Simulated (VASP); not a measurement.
# C (Diamond) with PBE + D3(BJ): from relaxation to properties

What structure and properties does PBE + D3(BJ) give C (Diamond), and how near are they to the measured ones? The steps: relaxing cell and atoms (PBE + D3(BJ)), single point with fields (PBE + D3(BJ)), band structure (PBE + D3(BJ)), total and projected DOS (PBE + D3(BJ)), zone-centre phonons (PBE + D3(BJ)), elastic constants (PBE + D3(BJ)), independent-particle dielectric function (PBE + D3(BJ)), bands along the symmetry lines (HSE06) and band structure (TB-mBJ). The start is a cell from a database of measured crystal structures.

Method: PBE with D3(BJ); plane waves and PAW (C), in the first sound run; inputs show where later runs differ, in VASP 6.6.1.

**Measured values to reproduce.**

For C, diamond (bulk crystal), “Fermi level pinning by defects can explain the large reported carbon 1s binding energy variations in diamond” (2019, arxiv:1902.02958) quotes earlier work: lattice constant a (cubic lattice constant, experimental literature value) 3.5669 Å [literature value used as input for the calculation cells; temperature not stated].

“Damage-free highly efficient plasma-assisted polishing of a 20-mm square large mosaic single crystal diamond substrate” (2020, pmc:7655941) reports for C, diamond, by confocal micro-Raman, 532 nm excitation (mosaic (100) single crystal grown by microwave plasma CVD with nitrogen addition, plasma-assisted polished area): Raman mode (first-order diamond Raman line (zone-centre optical phonon), average …) 1332.9 cm⁻¹ [average over several points on polished mosaic CVD crystal; slightly shifted and …].

For C, diamond (bulk crystal), “Strain broadening of the 1042-nm zero-phonon line of the NV- center in diamond: a promising spectroscopic tool for defect tomography” (2017, arxiv:1701.05631) quotes earlier work: bulk modulus (bulk modulus of diamond, quoted experimental value) 443 GPa [passing remark in the paper's DFT part; literature experimental value with no source or …].

Report form: the programs' logs are mostly left out.

## (1) Set-up

Before any relaxation, the start is as follows. The structure is cubic, space group Fd-3m (No. 227). The conventional cell has a = 3.567 Å, b = 3.567 Å, c = 3.567 Å, α = 90.00°, β = 90.00°, γ = 90.00°. Nearest to C lie 4 C at 1.54 Å.

Coordinates:

```cif
data_structure
_symmetry_space_group_name_H-M 'P 1'
_symmetry_Int_Tables_number 1
_cell_length_a 2.5221
_cell_length_b 2.5221
_cell_length_c 2.5221
_cell_angle_alpha 60.000
_cell_angle_beta 60.000
_cell_angle_gamma 60.000
_cell_volume 11.34
loop_
_atom_site_label
_atom_site_type_symbol
_atom_site_fract_x
_atom_site_fract_y
_atom_site_fract_z
_atom_site_occupancy
C1 C 0.00000 0.00000 0.00000 1
C2 C 0.25000 0.25000 0.25000 1
```

## (2) Relaxing cell and atoms (PBE + D3(BJ))

Properties are meant for the cell that this level of theory prefers, so cell and atoms are relaxed first (ISIF = 3) until forces and stress are small; EDIFFG sets the threshold. PBE, the usual starting point, adds the gradient of the density. A dispersion term adds the long-range attraction that semilocal functionals lack. D3 with Becke-Johnson damping keeps a finite attraction at short range.

File INCAR:

```
SYSTEM = C
PREC = Accurate
ENCUT = 520
EDIFF = 1E-06
NELM = 100
ISMEAR = 0
SIGMA = 0.05
LREAL = .FALSE.
ALGO = Normal
GGA = PE
IVDW = 12
NBANDS = 10
LORBIT = 11
LWAVE = .FALSE.
LCHARG = .FALSE.
KPAR = 2
IBRION = 2
NSW = 60
ISIF = 3
EDIFFG = -0.01
```

File POSCAR:

```
C
1.0
    0.0000000000      1.7833700000      1.7833700000
    1.7833700000      0.0000000000      1.7833700000
    1.7833700000      1.7833700000      0.0000000000
C
2
Direct
    0.0000000000      0.0000000000      0.0000000000
    0.2500000000      0.2500000000      0.2500000000
```

File KPOINTS:

```
Automatic mesh
0
Gamma
13 13 13
0 0 0
```

PAW data sets: C (PBE family, release 64).

Launch:

```console
$ mpirun -np 2 vasp_std
```

It took 16 s on 2 MPI ranks of AMD EPYC 7R43, shared host; peak memory 0.21 GiB.

The gap is read on the k-mesh alone, so it is an upper bound where the band edges lie off the mesh. The run keeps the 48 symmetry operations of its start, so it cannot find a distortion of lower symmetry.

Relaxation path:

```
step  energy less that of the first step (eV)  largest force (eV/Å)  pressure (GPa)  volume (Å³)
   1                                   0.0000                0.0000           -2.92        11.34
   2                                   0.0004                0.0000            3.74        11.17
   3                                  -0.0007                0.0000            0.00        11.27
```

```
conventional cell, symmetrised  before  after  change
                         a (Å)   3.567  3.559  -0.2 %
                         b (Å)   3.567  3.559  -0.2 %
                         c (Å)   3.567  3.559  -0.2 %
              volume (Å³/atom)    5.67   5.63  -0.7 %
```

Final coordinates:

```xyz
2
Lattice="0.0000 1.7794 1.7794 1.7794 0.0000 1.7794 1.7794 1.7794 0.0000" Properties=species:S:1:pos:R:3 pbc="T T T"
C     0.0000    0.0000    0.0000
C     0.8897    0.8897    0.8897
```

Numbers from this step:

| Property | Result |
| --- | --- |
| electrons | 8 |
| bands | 10 |
| irreducible k-points | 84 |
| symmetry operations | 48 |
| free energy (TOTEN) | -18.57 eV |
| Fermi energy | 10.06 eV |
| pressure | -0.001597 GPa |
| metallic | no |
| valence top at k | 0, 0, 0 |
| conduction bottom at k | 0.3846, 0.3846, 0 |
| least direct gap at k | 0, 0, 0 |
| SCF cycles over all ionic steps | 19 |
| gap on the k-mesh | 4.156 eV |
| least direct gap on the k-mesh | 5.609 eV |

It ends with forces that vanish by symmetry and a pressure of 0.00 GPa. The volume lies -0.7 % from that of the database's start, which holds the thermal and zero-point expansion of its experiment.

## (3) Single point with fields (PBE + D3(BJ))

A single point on the relaxed cell gives a clean self-consistent state, with density, ELF and potential written out.

Edit INCAR of step 2 so:

```diff
@@ -14,7 +14,5 @@
 LWAVE = .FALSE.
-LCHARG = .FALSE.
-KPAR = 2
-IBRION = 2
-NSW = 60
-ISIF = 3
-EDIFFG = -0.01
+LCHARG = .TRUE.
+ISIF = 2
+LELF = .TRUE.
+LVHAR = .TRUE.
```

File POSCAR:

```
C
1.0
    0.0000000000      1.7793663622      1.7793663622
    1.7793663622      0.0000000000      1.7793663622
    1.7793663622      1.7793663622      0.0000000000
C
2
Direct
    0.0000000000      0.0000000000      0.0000000000
    0.2500000000      0.2500000000      0.2500000000
```

KPOINTS is that of step 2.

Launch:

```console
$ mpirun -np 2 vasp_std
```

The job ended after 12 s (2 MPI ranks; peak memory 0.18 GiB).

Numbers from this step:

```yaml
scf_cycles: 11
pressure: 0.03037 GPa
gap_on_the_k_mesh: 4.157 eV
least_direct_gap_on_the_k_mesh: 5.608 eV
```

Valence electrons inside each PAW sphere by angular momentum. Sphere charges, by row:

```
atom  s (e)  p (e)  d (e)  tot (e)
  C1   0.83  1.755      0    2.585
  C2   0.83  1.755      0    2.585
```

Electrostatic potential energy in the ac plane of a cell with a along [110], b along [-110] and c along [001] of the cube at fractional y = 0.000, with atoms of C within 0.2 Å of it. With pseudopotentials it is smooth inside the atoms' cores, unlike the true potential.

Ten even steps from '_' (-40 eV) to '@' (1 eV), each cell a mean:
```
@@@@##==++%%@@@@@@##==++%%@@
@@%%....__++@@@@%%....__++@@
****__::__==******__::__==**
__::++--==++____::++--==++__
==__##@@%%==__==__##@@%%==__
..++@@@@@@##::..++@@@@@@##::
%%@@@@@@@@@@%%%%@@@@@@@@@@%%
@@@@@@@@@@@@@@@@@@@@@@@@@@@@
@@@@@@@@@@@@@@@@@@@@@@@@@@@@
```
Columns run along a (5.0 Å; values clipped at the 3rd and 97th percentile), rows up along c (3.6 Å), edges of the conventional cell, whose origin can differ from the input's. Atoms in or near the plane, at fractional coordinates: C at (0.00, 0.50), C at (0.50, 0.50), C at (0.25, 0.75), C at (0.75, 0.75).

Valence density in the ac plane of a cell with a along [110], b along [-110] and c along [001] of the cube at fractional y = 0.000, with atoms of C within 0.2 Å of it. It is the smooth field of the valence electrons, not physical close to the nuclei.

Values in e/Å³, 9 rows by 14 columns, each cell a mean:
```
0.1 0.3 0.7 1.1 0.9 0.4 0.2 0.1 0.3 0.7 1.1 0.9 0.4 0.2
0.3 0.6 1.3 1.6 1.5 0.9 0.4 0.3 0.6 1.3 1.6 1.5 0.9 0.4
1.0 1.2 1.7 1.6 1.8 1.5 1.0 1.0 1.2 1.7 1.6 1.8 1.5 1.0
1.7 1.7 1.4 1.3 1.3 1.6 1.7 1.7 1.7 1.4 1.3 1.3 1.6 1.7
1.5 1.4 0.8 0.5 0.6 1.1 1.6 1.5 1.4 0.8 0.5 0.6 1.1 1.6
1.4 0.9 0.4 0.2 0.2 0.6 1.2 1.4 0.9 0.4 0.2 0.2 0.6 1.2
0.6 0.4 0.2 0.1 0.1 0.3 0.5 0.6 0.4 0.2 0.1 0.1 0.3 0.5
0.2 0.2 0.1 0.2 0.1 0.2 0.2 0.2 0.2 0.1 0.2 0.1 0.2 0.2
0.1 0.2 0.3 0.4 0.3 0.2 0.1 0.1 0.2 0.3 0.4 0.3 0.2 0.1
```
Columns run along a (5.0 Å), rows up along c (3.6 Å), edges of the conventional cell, whose origin can differ from the input's. Atoms in or near the plane, at fractional coordinates: C at (0.00, 0.50), C at (0.50, 0.50), C at (0.25, 0.75), C at (0.75, 0.75).

ELF in the ac plane of a cell with a along [110], b along [-110] and c along [001] of the cube at fractional y = 0.000, with atoms of C within 0.2 Å of it. It is the smooth field of the valence electrons, not physical close to the nuclei.

Ten even steps from '0' (0.03) to '9' (0.89), each cell a mean:
```
02565310256531
35523543552354
79725987972598
48978964897896
15645721564572
55301455530145
53000245300024
10000001000000
00132100013210
```
Columns run along a (5.0 Å), rows up along c (3.6 Å), edges of the conventional cell, whose origin can differ from the input's. Atoms in or near the plane, at fractional coordinates: C at (0.00, 0.50), C at (0.50, 0.50), C at (0.25, 0.75), C at (0.75, 0.75).

In this run the pressure is 0.03 GPa, small enough to go on.

## (4) Band structure (PBE + D3(BJ))

Levels along the symmetry lines show where the bands peak and cross; KPOINTS_OPT computes them in the converged potential.

File INCAR:

```
SYSTEM = C
PREC = Accurate
ENCUT = 520
EDIFF = 1E-06
NELM = 100
ISMEAR = 0
SIGMA = 0.05
LREAL = .FALSE.
ALGO = Normal
GGA = PE
IVDW = 12
NBANDS = 16
LORBIT = 11
LWAVE = .FALSE.
LCHARG = .FALSE.
KPAR = 2
```

POSCAR is that of step 3.

KPOINTS is that of step 3.

File KPOINTS_OPT:

```
Line mode
16
Line-mode
Reciprocal
  0.00000000   0.00000000   0.00000000 GAMMA
  0.50000000   0.00000000   0.50000000 X

  0.50000000   0.00000000   0.50000000 X
  0.50000000   0.25000000   0.75000000 W

  0.50000000   0.25000000   0.75000000 W
  0.37500000   0.37500000   0.75000000 K

  0.37500000   0.37500000   0.75000000 K
  0.00000000   0.00000000   0.00000000 GAMMA

  0.00000000   0.00000000   0.00000000 GAMMA
  0.50000000   0.50000000   0.50000000 L

  0.50000000   0.50000000   0.50000000 L
  0.62500000   0.25000000   0.62500000 U

  0.62500000   0.25000000   0.62500000 U
  0.50000000   0.25000000   0.75000000 W

  0.50000000   0.25000000   0.75000000 W
  0.50000000   0.50000000   0.50000000 L

  0.50000000   0.50000000   0.50000000 L
  0.37500000   0.37500000   0.75000000 K

  0.62500000   0.25000000   0.62500000 U
  0.50000000   0.00000000   0.50000000 X
```

Launch:

```console
$ mpirun -np 2 vasp_std
```

Run time: 26 s. Hardware: 2 MPI ranks; peak memory 0.22 GiB.

Numbers from this step:

```yaml
bands: 16
fermi_energy: 10.05 eV
pressure: 0.03598 GPa
least_gap_on_mesh_and_path: 4.143 eV
least_direct_gap_on_mesh_and_path: 5.608 eV
conduction_bottom_at_k: 0.3667, 0, 0.3667
```

Electronic bands along the path, in eV, zero at the valence-band top; v1 is the highest filled band, c1 the lowest empty one:

```
          point      v3     v2     v1     c1     c2     c3     c4
              Γ    0.00   0.00   0.00   5.61   5.61   5.61  13.49
0.53 of the way   -5.03  -4.42  -4.42   4.38   9.75  12.16  12.16
              X  -12.81  -6.34  -6.34   4.77   4.77  16.91  16.91
0.47 of the way  -12.51  -7.26  -7.26   6.65   6.65  15.83  15.83
              W  -12.01  -8.38  -8.38  10.65  10.65  12.41  12.41
0.47 of the way  -11.70  -9.09  -6.77   7.71  10.88  13.42  14.30
              K  -11.78  -9.38  -5.40   5.69  10.80  14.45  15.74
0.47 of the way   -7.01  -6.04  -2.00   8.52   8.63  10.55  13.76
              Γ    0.00   0.00   0.00   5.61   5.61   5.61  13.49
0.53 of the way   -7.19  -1.89  -1.89   7.95   7.95   8.32  14.88
              L  -13.45  -2.82  -2.82   8.49   8.49   8.94  15.76
0.47 of the way  -12.77  -5.58  -3.84   7.32  10.63  11.52  15.19
              U  -11.78  -9.38  -5.40   5.69  10.80  14.45  15.74
0.47 of the way  -11.71  -9.16  -6.50   7.29  10.87  13.62  14.60
              W  -12.01  -8.38  -8.38  10.65  10.65  12.41  12.41
0.47 of the way  -12.30  -6.67  -4.96   8.39   9.62  13.45  14.79
              L  -13.45  -2.82  -2.82   8.49   8.49   8.94  15.76
0.47 of the way  -12.77  -5.58  -3.84   7.32  10.63  11.52  15.19
              K  -11.78  -9.38  -5.40   5.69  10.80  14.45  15.74
      jump to U  -11.78  -9.38  -5.40   5.69  10.80  14.45  15.74
0.47 of the way  -12.52  -7.75  -6.06   5.04   6.92  16.12  16.52
              X  -12.81  -6.34  -6.34   4.77   4.77  16.91  16.91
```

The path finds the gap of the mesh within 0.02 eV, so the mesh comes close to both band edges.

## (5) Total and projected DOS (PBE + D3(BJ))

A density of states needs more k-points than a total energy; ISMEAR = -5 takes tetrahedra, and LORBIT projects the states on the PAW spheres. The mesh is finer than in the run before.

Edit INCAR of step 4 so:

```diff
@@ -5,3 +5,3 @@
 NELM = 100
-ISMEAR = 0
+ISMEAR = -5
 SIGMA = 0.05
@@ -16 +16,2 @@
 KPAR = 2
+NEDOS = 2001
```

POSCAR is that of step 4.

File KPOINTS:

```
Automatic mesh
0
Gamma
19 19 19
0 0 0
```

Launch:

```console
$ mpirun -np 2 vasp_std
```

Wall time 30 s (2 MPI ranks); peak memory 0.24 GiB; 58 s of CPU time.

Numbers from this step:

```
irreducible k-points   : 220
Fermi energy           : 9.833 eV
pressure               : 0.03160 GPa
conduction bottom at k : 0.3684, 0.3684, 0
gap on the k-mesh      : 4.144 eV
```

The density of states has structure finer than the step of the table below, so its rows give means over 0.5 eV, whole bins alone (the curve runs from -12.0 to 12.1 eV). Peaks (eV: height): total -11.50: 0.697, -6.30: 0.808, 8.23: 1.19, 9.30: 0.981, 12.00: 0.696; C p -11.50: 0.218, -6.17: 0.477, 8.23: 0.503, 8.85: 0.428, 9.30: 0.407; C s -11.41: 0.223, 8.15: 0.0964, 9.30: 0.142, 12.00: 0.131.

States under -12.0 eV and over 12.1 eV are left out. Density of states against energy, zero at the valence-band top; means over each step; values in states/eV/cell:

```
energy (eV)    total     C p      C s
      -11.5    0.626   0.197    0.198
      -11.0    0.434   0.142    0.134
      -10.5    0.340   0.116    0.101
      -10.0    0.285   0.102   0.0820
       -9.5    0.271   0.104   0.0692
       -9.0    0.421   0.190   0.0654
       -8.5    0.527   0.253   0.0671
       -8.0    0.508   0.250   0.0645
       -7.5    0.535   0.275   0.0596
       -7.0    0.596   0.321   0.0561
       -6.5    0.705   0.403   0.0496
       -6.0    0.788   0.469   0.0448
       -5.5    0.751   0.457   0.0380
       -5.0    0.731   0.456   0.0332
       -4.5    0.702   0.450   0.0267
       -4.0    0.680   0.446   0.0216
       -3.5    0.656   0.442   0.0174
       -3.0    0.615   0.424   0.0131
       -2.5    0.418   0.291  0.00945
       -2.0    0.300   0.211  0.00633
       -1.5    0.221   0.158  0.00413
       -1.0    0.154   0.112  0.00221
       -0.5   0.0920  0.0680   8.8e-4
        0.0   0.0138  0.0104   7.4e-5
        0.5        0       0        0
        1.0        0       0        0
        1.5        0       0        0
        2.0        0       0        0
        2.5        0       0        0
        3.0        0       0        0
        3.5        0       0        0
        4.0  0.00201  4.3e-4   4.2e-4
        4.5    0.104  0.0234   0.0211
        5.0    0.233  0.0579   0.0429
        5.5    0.363   0.108   0.0564
        6.0    0.471   0.156   0.0634
        6.5    0.544   0.189   0.0680
        7.0    0.621   0.229   0.0704
        7.5    0.733   0.286   0.0743
        8.0     1.01   0.416   0.0877
        8.5    0.909   0.391   0.0838
        9.0    0.896   0.374    0.125
        9.5    0.888   0.368    0.127
       10.0    0.862   0.366    0.106
       10.5    0.777   0.341   0.0952
       11.0    0.549   0.254   0.0691
       11.5    0.533   0.249   0.0777
```

The gap on this mesh is 4.14 eV. In the top eV of the valence band the largest shares in the PAW spheres are C p 74 %; in the lowest eV of the conduction band, C p 24 % and C s 19 %. The rest lies in smaller channels or between the spheres.

## (6) Zone-centre phonons (PBE + D3(BJ))

Zone-centre modes test whether the atoms sit at a minimum within this cell. IBRION = 6 takes the force constants from differences of forces between displaced cells, so the forces must be tight.

File INCAR:

```
SYSTEM = C
PREC = Accurate
ENCUT = 520
EDIFF = 1E-08
NELM = 100
ISMEAR = 0
SIGMA = 0.05
LREAL = .FALSE.
ALGO = Normal
GGA = PE
IVDW = 12
NBANDS = 10
LORBIT = 11
LWAVE = .FALSE.
LCHARG = .FALSE.
KPAR = 2
IBRION = 6
NFREE = 2
POTIM = 0.015
ISIF = 2
NSW = 1
```

POSCAR is that of step 5.

File KPOINTS:

```
Automatic mesh
0
Gamma
13 13 13
0 0 0
```

Launch:

```console
$ mpirun -np 2 vasp_std
```

It took 43 s on 2 MPI ranks; peak memory 0.29 GiB; 84 s of CPU time.

The last energy, forces, stress and levels in OUTCAR belong to the last displaced cell, not to the cell of POSCAR.

Numbers from this step:

* bands: 10
* irreducible k-points: 84
* pressure of the cell: 0.03267 GPa
* largest force of the cell: 0 eV/Å

Transverse limit, no LO-TO splitting. Modes at Γ:

```
mode  frequency (cm⁻¹)  symmetry
   1               0.0  acoustic
   2               0.0  acoustic
   3               0.0  acoustic
   4            1308.1       T2g
   5            1308.1       T2g
   6            1308.1       T2g
```

Displacements in mode 4 (1308.1 cm⁻¹), the largest set to 1:
```
C1   0.00  0.00 -1.00
C2   0.00  0.00  1.00
```

The three acoustic modes come out at zero, and all others are real. By the characters of their eigenvectors the optical modes sort into (cm⁻¹) Raman active: T2g 1308. With a centre of inversion no mode is active in both.

## (7) Elastic constants (PBE + D3(BJ))

IBRION = 6 with ISIF = 3 strains the cell both ways at fixed fractional positions, and adds the ions' share afterwards from the force constants. Stress converges slowly with the basis, so the cutoff is raised.

Edit INCAR of step 6 so:

```diff
@@ -2,4 +2,4 @@
 PREC = Accurate
-ENCUT = 520
-EDIFF = 1E-08
+ENCUT = 560
+EDIFF = 1E-07
 NELM = 100
@@ -19,3 +19,3 @@
 POTIM = 0.015
-ISIF = 2
+ISIF = 3
 NSW = 1
```

POSCAR is that of step 6.

KPOINTS is that of step 6.

Launch:

```console
$ mpirun -np 2 vasp_std
```

Run time: 3 min. Hardware: 2 MPI ranks; peak memory 0.41 GiB; 6 min of CPU time.

Numbers from this step:

* pressure of the cell: -0.3247 GPa
* mechanically stable: yes
* bulk modulus (Voigt): 439.3 GPa
* shear modulus (Voigt): 531.6 GPa
* bulk modulus (Hill): 439.3 GPa
* shear modulus (Hill): 529.0 GPa
* Young's modulus: 1132 GPa
* Poisson's ratio: 0.07038

Elastic constants with relaxed ions, Voigt order xx yy zz yz xz xy (GPa):

```
1063  128  128    0    0    0
 128 1063  128    0    0    0
 128  128 1063    0    0    0
   0    0    0  574    0    0
   0    0    0    0  574    0
   0    0    0    0    0  574
```

Elastic constants with clamped ions, Voigt order xx yy zz yz xz xy (GPa):

```
1063  128  128    0    0    0
 128 1063  128    0    0    0
 128  128 1063    0    0    0
   0    0    0  579    0    0
   0    0    0    0  579    0
   0    0    0    0    0  579
```

B/G is 0.83, which by Pugh's rule of thumb (1.75) points to a brittle solid. The Zener ratio 2C44/(C11 - C12) is 1.23, where 1 means isotropic. With the density of 3.54 g/cm³ the Hill moduli give sound speeds of 17.98 km/s (longitudinal) and 12.22 km/s (transverse), and from their mean a Debye temperature of 2230 K.

(Continued in part 2 of 2.)

[Lines on the potential files, build, host, timing and source positions are cut from VASP's logs without a mark.]

[Logs are printed without paths, hosts, clocks, repeated set-up lines and the standing remarks that a program may print on its own settings, such as how far it seeks lower states.]

[Hosts, paths, dates, database ids (printed as entryN), source tags and the programs' standing remarks are cut or masked in the printed files.]

[Measured values are set beside computed ones only where the two were judged alike; some that the calculation misses by far are left out.]

[In band tables of VASP the shares of atoms and orbitals are scaled to a sum of 1 inside the atoms' spheres.]
